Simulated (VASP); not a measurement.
# BiBrO: NMR shieldings, part 2 of 3

Wanted: the shieldings and field gradients at the nuclei of BiBrO. The cell has space group P4/nmm. Left out of this account: 2 further runs (NMR: a repeat of the first functional; bands: left with one row). The start is a cell from a database of measured crystal structures.

VASP 6.6.1, plane waves and PAW; the level of theory is named at each step.

So far, gap on the k-mesh (eV): step 3 (ground state) 2.13.

The database entry behind the starting cell differs from later determinations by our own check (0.1 to 0.3 % short, probably kX units), so it need not match the best structure at ambient conditions.

### Step 4. Shielding tensors

This step: chemical shifts by linear response (GIPAW), LDA; plane waves and PAW (Bi_d, Br, O) (VASP 6.6.1).

LCHIMAG computes the induced currents by linear response. It needs tightly converged orbitals and a cutoff well above the default; LEFG adds the field gradients at no cost.

Input file INCAR:

```
SYSTEM = BiBrO
PREC = Accurate
ENCUT = 560
EDIFF = 1E-09
NELM = 100
ISMEAR = 0
SIGMA = 0.01
LREAL = .FALSE.
ALGO = Normal
GGA = CA
NBANDS = 34
LWAVE = .FALSE.
LCHARG = .FALSE.
KPAR = 2
LCHIMAG = .TRUE.
LEFG = .TRUE.
DQ = 0.001
ICHIBARE = 1
LNMR_SYM_RED = .TRUE.
```

Input file POSCAR:

```
BiBrO
1.0
    3.9160000000      0.0000000000      0.0000000000
    0.0000000000      3.9160000000      0.0000000000
    0.0000000000      0.0000000000      8.0770000000
Bi Br O
2 2 2
Direct
    0.0000000000      0.5000000000      0.1548275957
    0.5000000000      0.0000000000      0.8451724043
    0.0000000000      0.5000000000      0.6547517051
    0.5000000000      0.0000000000      0.3452482949
    0.0000000000      0.0000000000      0.0000000000
    0.5000000000      0.5000000000      0.0000000000
```

Input file KPOINTS:

```
Automatic mesh
0
Gamma
8 8 4
0 0 0
```

Potentials, in the order of the species: Bi_d, Br and O (LDA family, release 64).

Launch:

```sh
> mpirun -np 2 vasp_std
```

The program printed:

```text
[banner, memory and clock lines left out]
running    2 mpi-ranks, on    1 nodes
 distrk:  each k-point on    1 cores,    2 groups
 distr:  one band on    1 cores,    1 groups

 POSCAR found type information on POSCAR BiBrO
 POSCAR found :  3 types and       6 ions
 LDA part: xc-table for (Slater(with rela. corr.)+CA(PZ))
 , standard interpolation
 POSCAR, INCAR and KPOINTS ok, starting setup
 FFT: planning ... GRIDC
 FFT: planning ... GRID_SOFT
 FFT: planning ... GRID
 WAVECAR not read
 entering main loop
       N       E                     dE             d eps       ncg     rms          rms(c)
DAV:   1     0.655052194073E+03    0.65505E+03   -0.28865E+04  3060   0.192E+03
DAV:   2     0.621222037737E+02   -0.59293E+03   -0.57833E+03  3252   0.500E+02
DAV:   3    -0.310617808813E+02   -0.93184E+02   -0.89821E+02  3752   0.197E+02
DAV:   4    -0.359790036274E+02   -0.49172E+01   -0.48695E+01  3466   0.469E+01
DAV:   5    -0.361503010913E+02   -0.17130E+00   -0.17100E+00  4146   0.925E+00    0.122E+01
DAV:   6    -0.321365126674E+02    0.40138E+01   -0.16608E+01  4584   0.439E+01    0.527E+00
DAV:   7    -0.319557032054E+02    0.18081E+00   -0.35214E+00  3300   0.107E+01    0.314E+00
DAV:   8    -0.319336299559E+02    0.22073E-01   -0.73736E-01  3504   0.453E+00    0.125E+00
DAV:   9    -0.319134582610E+02    0.20172E-01   -0.67634E-02  4590   0.217E+00    0.468E-01
DAV:  10    -0.319122001251E+02    0.12581E-02   -0.18700E-02  3810   0.106E+00    0.928E-02
DAV:  11    -0.319122602832E+02   -0.60158E-04   -0.12379E-03  3620   0.237E-01    0.404E-02
DAV:  12    -0.319122762782E+02   -0.15995E-04   -0.17358E-04  3700   0.686E-02    0.208E-02
DAV:  13    -0.319122711282E+02    0.51500E-05   -0.61811E-05  4214   0.601E-02    0.987E-03
DAV:  14    -0.319122700221E+02    0.11061E-05   -0.99421E-06  3860   0.210E-02    0.209E-03
DAV:  15    -0.319122701093E+02   -0.87236E-07   -0.76976E-07  3556   0.574E-03    0.120E-03
DAV:  16    -0.319122700948E+02    0.14533E-07   -0.11486E-07  4638   0.215E-03    0.173E-04
DAV:  17    -0.319122700955E+02   -0.70941E-09   -0.12672E-08  3176   0.602E-04    0.201E-04
DAV:  18    -0.319122700952E+02    0.26921E-09   -0.11128E-09  1590   0.204E-04
ion   1
     0.0000000    -0.0000000     0.0000000    -1.1180817     0.0000000    -0.0000000
     0.0000690    -0.0000000     0.0000000    -1.1180816     0.0000000    -0.0000000
     0.0000950    -0.0000000     0.0000000    -1.1180816     0.0000000    -0.0000000
     0.0001308    -0.0000000     0.0000000    -1.1180815     0.0000000    -0.0000000
     0.0001801    -0.0000000     0.0000000    -1.1180814     0.0000000    -0.0000000

     0.0000000    -0.0000000    -0.0000000    68.2912773     0.0000000    -0.0000000
     0.0000690    -0.0000000    -0.0000000    68.1153632     0.0000000    -0.0000000
     0.0000950    -0.0000000    -0.0000000    68.0323684     0.0000000    -0.0000000
     0.0001308    -0.0000000    -0.0000000    67.9064084     0.0000000    -0.0000000
     0.0001801    -0.0000000    -0.0000000    67.7160819     0.0000000    -0.0000000

ion   2
     0.0000000    -0.0000000    -0.0000000    -1.1180817     0.0000000     0.0000000
     0.0000690    -0.0000000    -0.0000000    -1.1180816     0.0000000     0.0000000
     0.0000950    -0.0000000    -0.0000000    -1.1180816     0.0000000     0.0000000
     0.0001308    -0.0000000    -0.0000000    -1.1180815     0.0000000     0.0000000
     0.0001801    -0.0000000    -0.0000000    -1.1180814     0.0000000     0.0000000

     0.0000000    -0.0000000     0.0000000    68.2912773     0.0000000     0.0000000
     0.0000690    -0.0000000     0.0000000    68.1153632     0.0000000     0.0000000
     0.0000950    -0.0000000     0.0000000    68.0323684     0.0000000     0.0000000
     0.0001308    -0.0000000     0.0000000    67.9064084     0.0000000     0.0000000
     0.0001801    -0.0000000     0.0000000    67.7160819     0.0000000     0.0000000

ion   3
     0.0000000     0.0000000     0.0000000     0.7454616     0.0000000     0.0000000
     0.0000501     0.0000000     0.0000000     0.7454615     0.0000000     0.0000000
     0.0000689     0.0000000     0.0000000     0.7454615     0.0000000     0.0000000
     0.0000949     0.0000000     0.0000000     0.7454615     0.0000000     0.0000000
     0.0001307     0.0000000     0.0000000     0.7454615     0.0000000     0.0000000

     0.0000000     0.0000000     0.0000000    43.3528468     0.0000000     0.0000000
     0.0000501     0.0000000     0.0000000    43.3508275     0.0000000     0.0000000
     0.0000689     0.0000000     0.0000000    43.3497025     0.0000000     0.0000000
     0.0000949     0.0000000     0.0000000    43.3478831     0.0000000     0.0000000
     0.0001307     0.0000000     0.0000000    43.3449551     0.0000000     0.0000000

ion   4
     0.0000000    -0.0000000     0.0000000     0.7454616     0.0000000    -0.0000000
     0.0000501    -0.0000000     0.0000000     0.7454615     0.0000000    -0.0000000
     0.0000689    -0.0000000     0.0000000     0.7454615     0.0000000    -0.0000000
     0.0000949    -0.0000000     0.0000000     0.7454615     0.0000000    -0.0000000
     0.0001307    -0.0000000     0.0000000     0.7454615     0.0000000    -0.0000000

     0.0000000    -0.0000000     0.0000000    43.3528468     0.0000000    -0.0000000
     0.0000501    -0.0000000     0.0000000    43.3508275     0.0000000    -0.0000000
     0.0000689    -0.0000000     0.0000000    43.3497025     0.0000000    -0.0000000
     0.0000949    -0.0000000     0.0000000    43.3478831     0.0000000    -0.0000000
     0.0001307    -0.0000000     0.0000000    43.3449551     0.0000000    -0.0000000

ion   5
     0.0000000    -0.0000000    -0.0000000     1.0771079    -0.0000000     0.0000000
     0.0000293    -0.0000000    -0.0000000     1.0771079    -0.0000000     0.0000000
     0.0000403    -0.0000000    -0.0000000     1.0771079    -0.0000000     0.0000000
     0.0000555    -0.0000000    -0.0000000     1.0771079    -0.0000000     0.0000000
     0.0000765    -0.0000000    -0.0000000     1.0771079    -0.0000000     0.0000000

     0.0000000    -0.0000000    -0.0000000     3.5428575    -0.0000000     0.0000000
     0.0000293    -0.0000000    -0.0000000     3.5428566    -0.0000000     0.0000000
     0.0000403    -0.0000000    -0.0000000     3.5428560    -0.0000000     0.0000000
     0.0000555    -0.0000000    -0.0000000     3.5428549    -0.0000000     0.0000000
     0.0000765    -0.0000000    -0.0000000     3.5428532    -0.0000000     0.0000000

ion   6
     0.0000000     0.0000000    -0.0000000     1.0771079    -0.0000000    -0.0000000
     0.0000293     0.0000000    -0.0000000     1.0771079    -0.0000000    -0.0000000
[...]
N       E                     dE             d eps       ncg     rms
RMM:   1    -0.192027358170E+03   -0.19203E+03   -0.46759E+02  3666   0.118E+02
RMM:   2    -0.215275857769E+03   -0.23248E+02   -0.94965E+01  5394   0.369E+01
RMM:   3    -0.217065207790E+03   -0.17894E+01   -0.38367E+00  5471   0.800E+00
RMM:   4    -0.217231089611E+03   -0.16588E+00   -0.49634E-01  5527   0.210E+00
RMM:   5    -0.217244423594E+03   -0.13334E-01   -0.30288E-02  5497   0.550E-01
RMM:   6    -0.217245739166E+03   -0.13156E-02   -0.40307E-03  5526   0.152E-01
RMM:   7    -0.217245855770E+03   -0.11660E-03   -0.33388E-04  5507   0.444E-02
RMM:   8    -0.217245870587E+03   -0.14816E-04   -0.42666E-05  5526   0.128E-02
RMM:   9    -0.217245872098E+03   -0.15113E-05   -0.49455E-06  5437   0.400E-03
RMM:  10    -0.217245872293E+03   -0.19541E-06   -0.58274E-07  5129   0.119E-03
RMM:  11    -0.217245872315E+03   -0.21375E-07   -0.66181E-08  4078   0.393E-04
RMM:  12    -0.217245872318E+03   -0.32688E-08   -0.10281E-08  2557   0.148E-04
RMM:  13    -0.217245872318E+03   -0.39626E-09   -0.12311E-09  1828   0.857E-05
BDIR= 3  IDIR= 1  IQ=  1
DAV:   1    -0.834612610358E+03   -0.83461E+03   -0.60392E-02  3812   0.136E+00
DAV:   2    -0.834612943636E+03   -0.33328E-03   -0.33328E-03  3172   0.339E-01
DAV:   3    -0.834612952029E+03   -0.83930E-05   -0.83929E-05  4770   0.655E-02
DAV:   4    -0.834612952073E+03   -0.43931E-07   -0.43854E-07  3390   0.449E-03
DAV:   5    -0.834612952074E+03   -0.15158E-08   -0.15575E-08  4762   0.915E-04
DAV:   6    -0.834612952075E+03   -0.77989E-10   -0.10904E-10  2094   0.730E-05
       N       E                     dE             d eps       ncg     rms
RMM:   1    -0.192043449098E+03   -0.19204E+03   -0.46783E+02  3667   0.118E+02
RMM:   2    -0.215239414439E+03   -0.23196E+02   -0.94466E+01  5390   0.369E+01
RMM:   3    -0.217051177682E+03   -0.18118E+01   -0.38329E+00  5469   0.801E+00
RMM:   4    -0.217217511641E+03   -0.16633E+00   -0.49648E-01  5526   0.210E+00
RMM:   5    -0.217230888368E+03   -0.13377E-01   -0.30489E-02  5508   0.552E-01
RMM:   6    -0.217232207764E+03   -0.13194E-02   -0.39795E-03  5534   0.152E-01
RMM:   7    -0.217232323531E+03   -0.11577E-03   -0.33362E-04  5534   0.444E-02
RMM:   8    -0.217232338100E+03   -0.14569E-04   -0.41784E-05  5543   0.127E-02
RMM:   9    -0.217232339584E+03   -0.14837E-05   -0.48456E-06  5488   0.398E-03
RMM:  10    -0.217232339775E+03   -0.19161E-06   -0.57191E-07  5138   0.118E-03
RMM:  11    -0.217232339796E+03   -0.20850E-07   -0.64796E-08  4120   0.390E-04
RMM:  12    -0.217232339799E+03   -0.31963E-08   -0.10000E-08  2595   0.147E-04
RMM:  13    -0.217232339800E+03   -0.38250E-09   -0.11773E-09  1843   0.852E-05
BDIR= 3  IDIR= 2  IQ= -1
DAV:   1    -0.834501841915E+03   -0.83450E+03   -0.64483E-02  3864   0.136E+00
DAV:   2    -0.834502184807E+03   -0.34289E-03   -0.34289E-03  3200   0.337E-01
DAV:   3    -0.834502193538E+03   -0.87313E-05   -0.87313E-05  4822   0.643E-02
DAV:   4    -0.834502193585E+03   -0.46565E-07   -0.46488E-07  3450   0.435E-03
DAV:   5    -0.834502193586E+03   -0.16207E-08   -0.16812E-08  4708   0.910E-04
DAV:   6    -0.834502193586E+03   -0.66962E-10   -0.13016E-10  2174   0.734E-05
       N       E                     dE             d eps       ncg     rms
RMM:   1    -0.173271527553E+03   -0.17327E+03   -0.38622E+02  3584   0.115E+02
RMM:   2    -0.192834450149E+03   -0.19563E+02   -0.79240E+01  5393   0.361E+01
RMM:   3    -0.194283617790E+03   -0.14492E+01   -0.34042E+00  5509   0.766E+00
RMM:   4    -0.194408828925E+03   -0.12521E+00   -0.40886E-01  5607   0.196E+00
RMM:   5    -0.194419132713E+03   -0.10304E-01   -0.23800E-02  5551   0.508E-01
RMM:   6    -0.194420172053E+03   -0.10393E-02   -0.35400E-03  5624   0.144E-01
RMM:   7    -0.194420273924E+03   -0.10187E-03   -0.28859E-04  5589   0.414E-02
RMM:   8    -0.194420286570E+03   -0.12646E-04   -0.42914E-05  5635   0.122E-02
RMM:   9    -0.194420288007E+03   -0.14373E-05   -0.42726E-06  5580   0.389E-03
RMM:  10    -0.194420288211E+03   -0.20431E-06   -0.71962E-07  5308   0.127E-03
RMM:  11    -0.194420288237E+03   -0.25812E-07   -0.76563E-08  4475   0.435E-04
RMM:  12    -0.194420288241E+03   -0.39853E-08   -0.14299E-08  2984   0.164E-04
RMM:  13    -0.194420288242E+03   -0.53356E-09   -0.15591E-09  2019   0.881E-05
BDIR= 3  IDIR= 2  IQ=  0
DAV:   1    -0.834562317204E+03   -0.83456E+03   -0.11603E-09  1682   0.207E-04
DAV:   2    -0.834562317204E+03   -0.52751E-10   -0.16379E-10  1556   0.110E-04
       N       E                     dE             d eps       ncg     rms
RMM:   1    -0.173248798277E+03   -0.17325E+03   -0.38601E+02  3583   0.115E+02
RMM:   2    -0.192852099630E+03   -0.19603E+02   -0.79559E+01  5394   0.361E+01
RMM:   3    -0.194302799435E+03   -0.14507E+01   -0.33984E+00  5505   0.766E+00
RMM:   4    -0.194428927545E+03   -0.12613E+00   -0.41584E-01  5604   0.196E+00
RMM:   5    -0.194439393042E+03   -0.10465E-01   -0.23692E-02  5543   0.508E-01
RMM:   6    -0.194440436651E+03   -0.10436E-02   -0.35930E-03  5613   0.144E-01
RMM:   7    -0.194440539206E+03   -0.10256E-03   -0.28980E-04  5571   0.413E-02
RMM:   8    -0.194440551799E+03   -0.12594E-04   -0.42814E-05  5608   0.121E-02
RMM:   9    -0.194440553225E+03   -0.14253E-05   -0.42343E-06  5515   0.384E-03
RMM:  10    -0.194440553430E+03   -0.20496E-06   -0.72356E-07  5257   0.126E-03
RMM:  11    -0.194440553456E+03   -0.26037E-07   -0.78210E-08  4428   0.434E-04
RMM:  12    -0.194440553460E+03   -0.40041E-08   -0.14317E-08  2957   0.163E-04
RMM:  13    -0.194440553460E+03   -0.53262E-09   -0.15782E-09  1986   0.879E-05
BDIR= 3  IDIR= 2  IQ=  1
DAV:   1    -0.834622994181E+03   -0.83462E+03   -0.64404E-02  3870   0.136E+00
DAV:   2    -0.834623336407E+03   -0.34223E-03   -0.34223E-03  3210   0.337E-01
DAV:   3    -0.834623345081E+03   -0.86734E-05   -0.86735E-05  4830   0.640E-02
DAV:   4    -0.834623345127E+03   -0.46379E-07   -0.46348E-07  3458   0.435E-03
DAV:   5    -0.834623345129E+03   -0.16753E-08   -0.16655E-08  4692   0.905E-04
DAV:   6    -0.834623345129E+03    0.77307E-11   -0.14412E-10  2166   0.749E-05
       N       E                     dE             d eps       ncg     rms
RMM:   1    -0.173267920013E+03   -0.17327E+03   -0.38631E+02  3584   0.115E+02
RMM:   2    -0.192870414111E+03   -0.19602E+02   -0.79502E+01  5394   0.361E+01
RMM:   3    -0.194320636306E+03   -0.14502E+01   -0.33882E+00  5504   0.766E+00
RMM:   4    -0.194447483244E+03   -0.12685E+00   -0.41723E-01  5610   0.196E+00
RMM:   5    -0.194457933365E+03   -0.10450E-01   -0.23845E-02  5553   0.509E-01
RMM:   6    -0.194458978748E+03   -0.10454E-02   -0.35865E-03  5618   0.143E-01
RMM:   7    -0.194459081331E+03   -0.10258E-03   -0.29198E-04  5589   0.415E-02
RMM:   8    -0.194459093874E+03   -0.12543E-04   -0.42649E-05  5634   0.122E-02
RMM:   9    -0.194459095286E+03   -0.14114E-05   -0.41934E-06  5583   0.383E-03
RMM:  10    -0.194459095489E+03   -0.20323E-06   -0.71913E-07  5306   0.126E-03
RMM:  11    -0.194459095515E+03   -0.25768E-07   -0.77873E-08  4466   0.434E-04
RMM:  12    -0.194459095519E+03   -0.39729E-08   -0.14190E-08  2971   0.163E-04
RMM:  13    -0.194459095519E+03   -0.52566E-09   -0.15683E-09  2014   0.878E-05
       N       E                     dE             d eps       ncg     rms
RLQ:   1    -0.964588578358E+01   -0.96459E+01   -0.56484E+02  3888   0.208E+02
RLQ:   2    -0.100392936773E+02   -0.39341E+00   -0.12673E+00  5170   0.360E+00
RLQ:   3    -0.100697039450E+02   -0.30410E-01   -0.53211E-02  4851   0.712E-01
RLQ:   4    -0.100717580042E+02   -0.20541E-02   -0.47796E-03  5238   0.199E-01
RLQ:   5    -0.100719421340E+02   -0.18413E-03   -0.47853E-04  5105   0.502E-02
RLQ:   6    -0.100719597634E+02   -0.17629E-04   -0.45959E-05  5269   0.144E-02
RLQ:   7    -0.100719614723E+02   -0.17089E-05   -0.44027E-06  5177   0.421E-03
RLQ:   8    -0.100719616656E+02   -0.19325E-06   -0.53032E-07  4880   0.125E-03
RLQ:   9    -0.100719616867E+02   -0.21134E-07   -0.60110E-08  3703   0.399E-04
RLQ:  10    -0.100719616892E+02   -0.24658E-08   -0.70988E-09  2307   0.137E-04
RLQ:  11    -0.100719616895E+02   -0.31365E-09   -0.87962E-10  1493   0.789E-05
```

It took 28 min on 2 MPI ranks of Intel Xeon 6975P-C (Granite Rapids), shared host; peak memory 2.1 GiB.

[end of part 2 of 3]

[Lines on the potential files, build, host, timing and source positions are cut from VASP's logs without a mark.]

[Logs are printed without paths, hosts, clocks, repeated set-up lines and the standing remarks that a program may print on its own settings, such as how far it seeks lower states.]

[Hosts, paths, dates, database ids (printed as entryN), source tags and the programs' standing remarks are cut or masked in the printed files.]
